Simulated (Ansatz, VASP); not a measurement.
## Ge (amorphous germanium) in two plane-wave programs

One calculation is typed for both programs; each brings its own data sets. How far apart do they land? Of the first pair: The structure shown is the start of the Ansatz relaxation below; VASP solves that cell, so the two are compared at the walk's first step.

Program: Ansatz 0.2.0. Level of theory: plane waves, with VASP 6.6.1 beside it; single point at PBE. Results are calculated unless marked as measured.

### Step 1. The starting structure

The cell holds 48 atoms: 48 Ge. Its edges and angles: a = 10.317 Å, b = 10.317 Å, c = 10.317 Å, α = 90.0°, β = 90.0°, γ = 90.0°. As first built, before any earlier steps moved the atoms (in the runner's words): 48 atoms (48 Ge) placed at random at 5.271 g/cm^3 and pushed apart to contact distance.

### Step 2. Ansatz: relaxation, PBE

Ansatz runs on its default PAW (the set named soft_2) files.

The two programs are compared at the cell with which this relaxation starts, whose forces are those of its first step.

input.yaml

```yaml
crystal:
  lattice:
    - [10.3173, 0.0, 0.0]
    - [0.0, 10.3173, 0.0]
    - [0.0, 0.0, 10.3173]
  atoms:
    - { symbol: Ge, position: [0.34978, 0.16317, 0.25535] }
    - { symbol: Ge, position: [0.94666, 0.36436, 0.21292] }
    - { symbol: Ge, position: [0.61346, 0.44346, 0.46569] }
    - { symbol: Ge, position: [0.25459, 0.89008, 0.4487] }
    - { symbol: Ge, position: [0.3445, 0.94222, 0.75469] }
    - { symbol: Ge, position: [0.12763, 0.1133, 0.47956] }
    - { symbol: Ge, position: [0.61837, 0.94987, 0.74028] }
    - { symbol: Ge, position: [0.29999, 0.38774, 0.9484] }
    - { symbol: Ge, position: [0.85268, 0.64241, 0.4838] }
    - { symbol: Ge, position: [0.34551, 0.90756, 0.19439] }
    - { symbol: Ge, position: [0.50689, 0.91644, 0.50571] }
    - { symbol: Ge, position: [0.59906, 0.92973, 0.16915] }
    - { symbol: Ge, position: [0.17851, 0.36689, 0.7155] }
    - { symbol: Ge, position: [0.9042, 0.36813, 0.9663] }
    - { symbol: Ge, position: [0.63656, 0.19653, 0.84231] }
    - { symbol: Ge, position: [0.57156, 0.42469, 0.72427] }
    - { symbol: Ge, position: [0.1516, 0.65224, 0.45858] }
    - { symbol: Ge, position: [0.84418, 0.0817, 0.94344] }
    - { symbol: Ge, position: [0.21754, 0.91473, 0.97328] }
    - { symbol: Ge, position: [0.85399, 0.91838, 0.47071] }
    - { symbol: Ge, position: [0.1071, 0.04231, 0.70871] }
    - { symbol: Ge, position: [0.66528, 0.7841, 0.36676] }
    - { symbol: Ge, position: [0.15477, 0.59875, 0.70953] }
    - { symbol: Ge, position: [0.89568, 0.92708, 0.71731] }
    - { symbol: Ge, position: [0.93902, 0.37935, 0.72099] }
    - { symbol: Ge, position: [0.89043, 0.62766, 0.20599] }
    - { symbol: Ge, position: [0.73497, 0.14646, 0.40805] }
    - { symbol: Ge, position: [0.38289, 0.64136, 0.21656] }
    - { symbol: Ge, position: [0.95347, 0.89864, 0.09856] }
    - { symbol: Ge, position: [0.18679, 0.3468, 0.18079] }
    - { symbol: Ge, position: [0.59898, 0.446, 0.20194] }
    - { symbol: Ge, position: [0.88383, 0.36389, 0.46486] }
    - { symbol: Ge, position: [0.13838, 0.61275, 0.20802] }
    - { symbol: Ge, position: [0.44715, 0.62954, 0.48785] }
    - { symbol: Ge, position: [0.90434, 0.67152, 0.72843] }
    - { symbol: Ge, position: [0.43918, 0.65836, 0.95914] }
    - { symbol: Ge, position: [0.09387, 0.14557, 0.93535] }
    - { symbol: Ge, position: [0.39474, 0.22276, 0.69134] }
    - { symbol: Ge, position: [0.71891, 0.14102, 0.16115] }
    - { symbol: Ge, position: [0.3984, 0.68394, 0.71992] }
    - { symbol: Ge, position: [0.62134, 0.81748, 0.95479] }
    - { symbol: Ge, position: [0.21238, 0.36176, 0.46953] }
    - { symbol: Ge, position: [0.98228, 0.08022, 0.27489] }
    - { symbol: Ge, position: [0.48804, 0.19709, 0.4544] }
    - { symbol: Ge, position: [0.13226, 0.67854, 0.95723] }
    - { symbol: Ge, position: [0.82747, 0.68034, 0.95194] }
    - { symbol: Ge, position: [0.6577, 0.4785, 0.96298] }
    - { symbol: Ge, position: [0.4862, 0.24072, 0.03496] }
kpoints:
  mp_grid: { grid: [1, 1, 1] }
hamiltonian:
  xc: pbe
scf:
  occupations: { method: fermi_dirac, width: 0.05 }
output:
  forces: true
  stress: true
relax:
  f_tol: 0.04
  max_steps: 90
  cell: { stress_tol: 0.1, fix: [alpha, beta, gamma] }
```

Started as:

```bash
> ansatz run input.yaml --threads 4 --pin off --max-ram 15360MiB --backend cpu --events-out ev --progress --plain --runs-dir out
```

Numbers of over 12 decimals in the logs are rounded to 6 here.

Output:

```text
The last accepted step is kept in <dir> (removed where the run ends without a failure and the disk answers)
Engine: ansatz 0.2.0, aarch64-unknown-linux-gnu
Pseudopotentials: kind: paw
Pseudopotential: Ge, paw, valence charge 14, recommended cutoff 420 eV (normal), Ge.paw.azcp
Functional definition: PBE
  parameter kappa = 0.804
  parameter beta = 0.066725
  exchange = pbe_x(kappa = kappa, mu = beta*pi^2/3)
  correlation = pbe_c(beta = beta)
Crystal: 48 atoms, lattice volume = 1098.242 Å³
Basis set: ecut = 420 eV, 21559 PW (Γ), exchange–correlation on 144×144×144 points (8 copies of the dense FFT grid, shifted against one another)
Bands: 404, of which v1, the nominal top of the filled ones, is band 336 counted from 1 (335 counted from 0)
Symmetry: 1 space group operations
Space group: P1 (ITA 1), of the structure as read, at distance tolerance 1.0e-4 Å
k-points: 1
Non-local potential: Ge, projectors of the file, l = 0: 2, l = 1: 2, l = 2: 3, l = 3: 1
PAW form: soft (Blöchl's): semilocal exchange-correlation on the pseudo side does not see the compensation charge
PAW one-centre angular grid: Ge, 590 points (default); XC on 64 Gauss nodes
Initial density: superposition of atomic densities (neutral atoms: chi_scale 0, normalization atom), corrected by the library's trained network
Initial wavefunctions: pseudopotential atomic-orbital guess
Functional: x = pbe(κ = 0.804, μ = 0.219515), c = pbe(β = 0.066725)
SCF iter   1: F=—  HF=-206149.222342 eV  |F-HF|=—  |Δ(HF+E_count)|=         —  Δρ=5.79e-3  dr2=1.21e0  ethr=1.77e-3  ⟨swp⟩=5.0  Hψ=1326  notcnv=0  defer=30
preconditioner: auto → LDOS  [insulator: Δε(μ)=0.313 eV  Ē_g=21.869 eV  σ=0.050 eV  W_gap=0.92  n_scr=304 (ndim 8)  ℏωp=29.0 eV  f_vac=0.023  D(μ)=3.92/eV (n_scr^D=6)  ε∞_Penn≈2.8  β→1.0]
SCF iter   2: F=—  HF=-206149.208104 eV  |F-HF|=—  |Δ(HF+E_count)|=   1.42e-2  Δρ=4.32e-3  dr2=1.58e0  ethr=1.79e-4  ⟨swp⟩=3.0  Hψ=649  notcnv=0  defer=47
SCF iter   3: F=—  HF=-206148.966643 eV  |F-HF|=—  |Δ(HF+E_count)|=   2.41e-1  Δρ=8.19e-4  dr2=3.57e-2  ethr=1.79e-4  ⟨swp⟩=2.0  Hψ=456  notcnv=0  defer=47
SCF iter   4: F=—  HF=-206148.962447 eV  |F-HF|=—  |Δ(HF+E_count)|=   4.20e-3  Δρ=3.00e-4  dr2=3.70e-3  ethr=5.31e-6  ⟨swp⟩=2.0  Hψ=689  notcnv=0  defer=47
SCF iter   5: F=—  HF=-206148.961931 eV  |F-HF|=—  |Δ(HF+E_count)|=   5.16e-4  Δρ=1.01e-4  dr2=2.71e-4  ethr=5.51e-7  ⟨swp⟩=2.0  Hψ=663  notcnv=0  defer=47
SCF iter   6: F=—  HF=-206148.961934 eV  |F-HF|=—  |Δ(HF+E_count)|=   3.11e-6  Δρ=3.77e-5  dr2=4.17e-5  ethr=4.04e-8  ⟨swp⟩=2.0  Hψ=435  notcnv=0  defer=47
SCF iter   7: F=—  HF=-206148.962458 eV  |F-HF|=—  |Δ(HF+E_count)|=   5.24e-4  Δρ=1.33e-5  dr2=3.88e-6  ethr=6.20e-9  ⟨swp⟩=2.0  Hψ=472  notcnv=0  defer=47
SCF iter   8: F=—  HF=-206148.962458 eV  |F-HF|=—  |Δ(HF+E_count)|=   1.62e-7  Δρ=4.73e-6  dr2=4.25e-7  ethr=5.78e-10  ⟨swp⟩=2.0  Hψ=690  notcnv=0  defer=47
SCF iter   9: F=-206148.962458 eV  HF=-206148.962458 eV  |F-HF|=2.48e-8  |Δ(HF+E_count)|=   8.32e-9  Δρ=1.41e-6  dr2=4.39e-8  ethr=1.49e-11  ⟨swp⟩=4.0  Hψ=1169  notcnv=0
SCF 1 converged in 9 iterations: F = -206148.962458 eV  dr2 = 4.39e-8
  greatest PAW one-centre occupation: 0.998 electrons in one spin orbital (limit 2), on the Ge atom at site 28 (counted from 0), in its partial waves of l = 2
relax step   1: F+E_penalty+E_count = -206148.96245763 eV  Δ(F+E_penalty+E_count) = +0.000e0 eV  max|allowed force component| = 1.260e0 eV/Å  Δτ_max = 0.0000 Å  P = -2.565 GPa  Ω = 1098.242 Å³  fix = [alpha, beta, gamma]  reactions: alpha +0.077, beta +0.733, gamma -0.375 GPa/rad  (9 SCF iters, dr2 threshold 1.00e-7 eV, accepted)
Crystal: 48 atoms, lattice volume = 1000.789 Å³
Basis set: ecut = 420 eV, 19549 PW (Γ), exchange–correlation on 144×144×144 points (8 copies of the dense FFT grid, shifted against one another)
Initial density: handed on by an earlier stage of this run
Initial wavefunctions: those handed on with the density
iter 1 solved again at ethr=7.56e-5 eV; its pass at ethr=3.10e-3 eV (dr2=5.08e-1 eV) is discarded
SCF iter   1: F=—  HF=-206150.771458 eV  |F-HF|=—  |Δ(HF+E_count)|=         —  Δρ=7.23e-3  dr2=5.12e-1  ethr=7.56e-5  ⟨swp⟩=3.0  Hψ=1706  notcnv=0
preconditioner: auto → LDOS  [insulator: Δε(μ)=0.353 eV  Ē_g=22.151 eV  σ=0.050 eV  W_gap=0.94  n_scr=256 (ndim 8)  ℏωp=30.4 eV  f_vac=0.010  D(μ)=3.24/eV (n_scr^D=6)  ε∞_Penn≈2.9  β→1.0]
SCF iter   2: F=—  HF=-206150.801732 eV  |F-HF|=—  |Δ(HF+E_count)|=   3.03e-2  Δρ=2.68e-3  dr2=4.75e-1  ethr=7.56e-5  ⟨swp⟩=5.0  Hψ=615  notcnv=0
SCF iter   3: F=—  HF=-206150.732732 eV  |F-HF|=—  |Δ(HF+E_count)|=   6.90e-2  Δρ=1.06e-3  dr2=7.64e-2  ethr=7.07e-5  ⟨swp⟩=4.0  Hψ=541  notcnv=0
SCF iter   4: F=—  HF=-206150.722015 eV  |F-HF|=—  |Δ(HF+E_count)|=   1.07e-2  Δρ=2.89e-4  dr2=2.86e-3  ethr=1.14e-5  ⟨swp⟩=1.0  Hψ=465  notcnv=0
[...]
basis re-selected at this cell: Δ(F+E_penalty+E_count) = -9.972e-5 eV, ΔP = +0.000 GPa vs the last step (what re-selecting the basis moved, of the pressure what is left beyond the Pulay correction that the steps carried, after the strain that the cell walked since its last selection, with what the two solves' SCF thresholds leave and, on support functions, any second-order correction that the steps lacked; it is no m [...]
SCF converged after 6 iterations
Free energy (F): -206161.480343 eV
Harris-Foulkes:  -206161.480343 eV  (|F-HF|=5.82e-11)
Internal energy: -206161.480289 eV  (E = F + TS)
E sigma→0 (E₀):  -206161.480316 eV
Entropy (-TS):   -0.000055 eV (-0.001 meV/atom)
Fermi energy:    9.268858 eV
--- Per-component energies (eV) ---
  E_band       = -6578.391809
  E_kinetic    = 5292.681562
  E_local      = -111493.171944  (includes V_loc(G=0)·N_el)
  E_nonlocal   = 19989.407984
  E_hartree    = 48774.808614
  E_xc         = -3622.804324
  E_vxc        = -3091.523172  (∫ρ·V_xc dr)
  E_paw        = -96847.644235  (= ΣΔE_a)
  E_vpaw       = -14825.418405  (= ΣTr[D̂ρ^β])
  E_aug_tail   = 0.014847  (compensation charges beyond the density's cutoff)
  E_ewald      = -68254.772793
  E_smearing   = -0.000055  (= −TS)
  E_closure    = -0.000000  (closes the sum)
  Σ components = -206161.480343   (vs F -206161.480343, Δ=0.00e0)
--- Forces (eV/Å), atoms counted from 1 ---
  atom   1  Ge    -0.00004283     0.00246259    -0.00168725
  atom   2  Ge    -0.00008346     0.00218639    -0.00240185
  atom   3  Ge    -0.00159728     0.00056379    -0.00240583
  atom   4  Ge    -0.00023401    -0.00016168     0.00157054
  atom   5  Ge     0.00209636     0.00041424    -0.00140390
  atom   6  Ge     0.00185958     0.00147178     0.00213843
  atom   7  Ge    -0.00273257     0.00110430    -0.00263694
  atom   8  Ge    -0.00186663    -0.00314934     0.00201442
  atom   9  Ge    -0.00096283     0.00048885    -0.00198767
  atom  10  Ge     0.00224054    -0.00014401     0.00111313
  atom  11  Ge    -0.00254819    -0.00401683     0.00261286
  atom  12  Ge    -0.00109751    -0.00063833     0.00136483
  atom  13  Ge     0.00126150     0.00022871     0.00287113
  atom  14  Ge    -0.00038153    -0.00156039     0.00181383
  atom  15  Ge    -0.00015381    -0.00245968    -0.00010345
  atom  16  Ge     0.00036687     0.00174311     0.00194776
  atom  17  Ge     0.00085435    -0.00190484    -0.00292328
  atom  18  Ge    -0.00185761     0.00117714    -0.00316882
  atom  19  Ge     0.00311029    -0.00007420    -0.00204546
  atom  20  Ge     0.00274049    -0.00407376     0.00341850
  atom  21  Ge     0.00224903     0.00079826     0.00270911
  atom  22  Ge    -0.00176954     0.00243378     0.00244294
  atom  23  Ge     0.00195594     0.00155206    -0.00140434
  atom  24  Ge    -0.00081965     0.00500961    -0.00201931
[...]
atom  41  Ge    -0.00132727     0.00291513    -0.00219433
  atom  42  Ge    -0.00056055    -0.00074755    -0.00231363
  atom  43  Ge     0.00114826     0.00422495    -0.00216281
  atom  44  Ge     0.00076983    -0.00436443     0.00196530
  atom  45  Ge     0.00000437     0.00078025     0.00326472
  atom  46  Ge    -0.00243912    -0.00319774     0.00226213
  atom  47  Ge    -0.00004072    -0.00372947     0.00145916
  atom  48  Ge     0.00076296    -0.00151252    -0.00228428
  max |Σ_I F_I| component: 3.59e-6 eV/Å
--- Stress (GPa, compression-positive) ---
       -0.005052      -0.000095       0.000097
       -0.000095       0.021803       0.000001
        0.000097       0.000001      -0.007634
  P = ⅓ Tr σ = 0.0030 GPa (0.030 kbar)
--- Relaxed structure (43 steps of the walk, 42 accepted, 2 SCFs on fresh bases) ---
  F+E_penalty+E_count = -206161.48034307 eV   max|allowed force component| = 5.010e-3 eV/Å   (the final SCF, on the basis selected at the relaxed cell)
  cell:  # Å, volume = 1013.8225 Å³
    - [9.190539, 0, 0]
    - [0, 11.289736, 0]
    - [0, 0, 9.770958]
  atoms:
    - { symbol: Ge, position: [0.427615, 0.117473, 0.223092] }
    - { symbol: Ge, position: [0.928555, 0.427560, 0.222985] }
    - { symbol: Ge, position: [0.595721, 0.367503, 0.472944] }
    - { symbol: Ge, position: [0.262240, 0.866768, 0.473248] }
    - { symbol: Ge, position: [0.261290, 0.927870, 0.722749] }
    - { symbol: Ge, position: [0.094099, 0.177598, 0.473040] }
    - { symbol: Ge, position: [0.595759, 0.927437, 0.723403] }
    - { symbol: Ge, position: [0.261260, 0.367838, 0.972879] }
    - { symbol: Ge, position: [0.760909, 0.676931, 0.472897] }
    - { symbol: Ge, position: [0.261500, 0.927075, 0.223322] }
    - { symbol: Ge, position: [0.595655, 0.868040, 0.472968] }
    - { symbol: Ge, position: [0.594333, 0.927595, 0.222682] }
    - { symbol: Ge, position: [0.261242, 0.427764, 0.722739] }
    - { symbol: Ge, position: [0.929010, 0.367348, 0.973106] }
    - { symbol: Ge, position: [0.761812, 0.117835, 0.723295] }
    - { symbol: Ge, position: [0.595477, 0.427235, 0.723185] }
    - { symbol: Ge, position: [0.094051, 0.678162, 0.473149] }
    - { symbol: Ge, position: [0.761904, 0.177848, 0.973281] }
    - { symbol: Ge, position: [0.260541, 0.867805, 0.972828] }
    - { symbol: Ge, position: [0.926709, 0.867497, 0.472856] }
    - { symbol: Ge, position: [0.094016, 0.117265, 0.722824] }
    - { symbol: Ge, position: [0.928747, 0.927531, 0.222959] }
    - { symbol: Ge, position: [0.094095, 0.617243, 0.722689] }
    - { symbol: Ge, position: [0.927633, 0.927183, 0.723000] }
[...]
- { symbol: Ge, position: [0.594469, 0.866695, 0.973105] }
    - { symbol: Ge, position: [0.261452, 0.366976, 0.473184] }
    - { symbol: Ge, position: [1.095346, 0.117381, 0.223192] }
    - { symbol: Ge, position: [0.428870, 0.177728, 0.473118] }
    - { symbol: Ge, position: [0.095165, 0.676844, 0.972896] }
    - { symbol: Ge, position: [0.762479, 0.677971, 0.973123] }
    - { symbol: Ge, position: [0.594466, 0.367133, 0.973123] }
    - { symbol: Ge, position: [0.427407, 0.177492, -0.027052] }
```

### Step 3. VASP: single point, PBE, start cell, pair 1

The same cell, functional, mesh and smearing now go to VASP, with its own data sets.

Lines of VASP's logs that name or quote its potential files are left out, and so is its time.

INCAR

```
SYSTEM = Ge
PREC = Accurate
ENCUT = 410
EDIFF = 1E-06
NELM = 120
ISMEAR = -1
SIGMA = 0.05
LREAL = Auto
ALGO = Normal
GGA = PE
NBANDS = 392
LORBIT = 11
LWAVE = .FALSE.
LCHARG = .FALSE.
ISIF = 2
LASPH = .TRUE.
GGA_COMPAT = .FALSE.
EFERMI = MIDGAP
NCORE = 2
```

POSCAR

```
Ge
1.0
   10.3173000000      0.0000000000      0.0000000000
    0.0000000000     10.3173000000      0.0000000000
    0.0000000000      0.0000000000     10.3173000000
Ge
48
Direct
    0.3497814351      0.1631725355      0.2553478139
    0.9466624020      0.3643588923      0.2129239239
    0.6134647631      0.4434590445      0.4656935439
    0.2545918021      0.8900778304      0.4487026645
    0.3444990453      0.9422232561      0.7546935729
    0.1276302909      0.1133048375      0.4795634517
    0.6183691470      0.9498706057      0.7402808874
    0.2999912768      0.3877371018      0.9483973520
    0.8526843263      0.6424064435      0.4837990560
    0.3455070610      0.9075630252      0.1943919436
    0.5068864916      0.9164413170      0.5057137042
    0.5990617700      0.9297296773      0.1691527822
    0.1785060045      0.3668886240      0.7154972716
    0.9041997422      0.3681292586      0.9662993225
    0.6365618912      0.1965339769      0.8423133959
    0.5715642658      0.4246944453      0.7242689463
    0.1515997402      0.6522442887      0.4585792795
    0.8441840404      0.0816977310      0.9434445058
    0.2175375340      0.9147257519      0.9732778925
    0.8539928082      0.9183798087      0.4707142373
    0.1071016642      0.0423075805      0.7087125508
    0.6652806451      0.7841004914      0.3667626220
    0.1547691741      0.5987516114      0.7095267173
    0.8956800713      0.9270836362      0.7173097613
    0.9390247448      0.3793531253      0.7209928954
    0.8904267589      0.6276642145      0.2059938162
    0.7349694203      0.1464627373      0.4080524944
    0.3828908726      0.6413596581      0.2165585958
    0.9534665077      0.8986362711      0.0985626084
    0.1867930563      0.3467961579      0.1807934246
    0.5989842304      0.4459984686      0.2019423686
    0.8838261948      0.3638936543      0.4648599924
    0.1383792271      0.6127475212      0.2080195400
    0.4471518711      0.6295445514      0.4878505035
    0.9043354366      0.6715225883      0.7284270109
    0.4391846704      0.6583602299      0.9591365958
    0.0938714586      0.1455710312      0.9353513032
    0.3947447491      0.2227617691      0.6913436655
    0.7189090169      0.1410155758      0.1611468117
    0.3983988059      0.6839386274      0.7199170326
    0.6213447317      0.8174813178      0.9547943745
    0.2123811462      0.3617613135      0.4695317573
    0.9822821862      0.0802244773      0.2748878098
    0.4880443527      0.1970864470      0.4544018299
    0.1322632859      0.6785399281      0.9572271815
    0.8274742423      0.6803427253      0.9519447918
    0.6577011427      0.4784972813      0.9629845018
    0.4862027856      0.2407218943      0.0349606971
```

KPOINTS

```
Automatic mesh
0
Gamma
1 1 1
0 0 0
```

The projector-augmented-wave data sets are Ge_d (PBE family, release 64).

Started as:

```bash
> mpirun -np 8 vasp_gam
```

Output:

```text
[banner, memory and clock lines left out]
running    8 mpi-ranks, on    1 nodes
[...]
LDA part: xc-table for (Slater+PW92), standard interpolation
 POSCAR, INCAR and KPOINTS ok, starting setup
[...]
entering main loop
       N       E                     dE             d eps       ncg     rms          rms(c)
DAV:   1     0.126190152965E+05    0.12619E+05   -0.23903E+05   816   0.484E+03
DAV:   2     0.291595713670E+04   -0.97031E+04   -0.93600E+04   784   0.106E+03
DAV:   3     0.352194441141E+03   -0.25638E+04   -0.24697E+04   792   0.299E+02
DAV:   4    -0.152969320843E+03   -0.50516E+03   -0.45746E+03   896   0.124E+02
[...]
DAV:  16    -0.206603528711E+03   -0.52010E-05   -0.62706E-05   728   0.629E-02    0.332E-03
DAV:  17    -0.206603531594E+03   -0.28827E-05   -0.30454E-05   912   0.263E-02    0.164E-03
DAV:  18    -0.206603531892E+03   -0.29821E-06   -0.65709E-06   688   0.148E-02
   1 F= -.20660353E+03 E0= -.20656849E+03  d E =-.700775E-01
```

Parts of OUTCAR (step 3):

```text
  Total      -18.7870294    -19.2855089    -22.3530330      2.5689515     -0.5229913     -5.0164364
  in kB      -27.4075693    -28.1347791    -32.6098548      3.7477301     -0.7629689     -7.3182580
  external PRESSURE =     -29.3840677 kB  Pullay stress =       0.0000000 kB

 POSITION                                       TOTAL-FORCE (eV/Angst)
 -----------------------------------------------------------------------------------
      3.60880      1.68350      2.63450        -0.062971      0.103023     -0.976630
      9.76700      3.75920      2.19680        -0.192568     -0.169968      0.193630
      6.32930      4.57530      4.80470         0.394583     -0.321694      0.206694
      2.62670      9.18320      4.62940         0.085519      0.335528     -0.067741
      3.55430      9.72120      7.78640        -0.327363     -0.320869     -0.593103
      1.31680      1.16900      4.94780         0.346508      0.162559     -0.459910
      6.37990      9.80010      7.63770         0.050847      0.414980      0.138739
      3.09510      4.00040      9.78490        -0.360712      0.036701      0.323009
      8.79740      6.62790      4.99150        -0.114579     -0.144717     -0.681334
      3.56470      9.36360      2.00560        -0.222808      0.048057      0.172962
      5.22970      9.45520      5.21760        -0.331961      0.212094      0.156805
      6.18070      9.59230      1.74520        -0.259271     -0.165493      0.224822
      1.84170      3.78530      7.38200         0.507849     -0.908597      0.672415
      9.32890      3.79810      9.96960        -0.705301      0.116419     -0.067805
[...]
-----------------------------------------------------------------------------------
    total drift:                                0.005039      0.003750     -0.000135

  FREE ENERGIE OF THE ION-ELECTRON SYSTEM (eV)
  ---------------------------------------------------
  free  energy   TOTEN  =      -206.6035318919 eV

  energy  without entropy=     -206.5334544402  energy(sigma->0) =     -206.56849317

[... 3 further parts left out ...]
[key lines of the parts left out:]
E-fermi :   4.9533
```

The run ends at a pressure of -2.94 GPa, with forces up to 1.3 eV/Å.

(Continued in part 2 of 2.)

[Lines on the potential files, build, host, timing and source positions are cut from VASP's logs without a mark.]

[Logs are printed without paths, hosts, clocks, repeated set-up lines and the standing remarks that a program may print on its own settings, such as how far it seeks lower states.]

[Hosts, paths, dates, database ids (printed as entryN), source tags and the programs' standing remarks are cut or masked in the printed files.]
